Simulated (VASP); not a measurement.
# GaBi (relaxed from the zinc blende structure, space group F-43m): computed properties

Method: PBEsol GGA, VASP's PBE PAW potentials (set 64) (plane waves; VASP 6.6.1).

```yaml
space_group: F-43m (216)
cell: a = 6.3299 Å, b = 6.3299 Å, c = 6.3299 Å, α = 90.00°, β = 90.00°, γ = 90.00°
volume_per_atom: 31.70 Å³/atom
band gap (over mesh and band path): none (metal, semimetal or under 0.01 eV)
density: 7.30 g/cm³
```

```xyz
2
Lattice="0.0000 3.1650 3.1650 3.1650 0.0000 3.1650 3.1650 3.1650 0.0000" Properties=species:S:1:pos:R:3 pbc="T T T"
Ga     3.1650     0.0000     3.1650
Bi     1.5825     1.5825     1.5825
```

Unless said otherwise, spin-orbit coupling is left out, though it shifts the bands of the heavy elements here.

The structure was generated: GaBi was put into the zinc blende type (F-43m), which need not be its known phase. It was relaxed first. Symmetry was kept, so distortions that lower it aren't found.
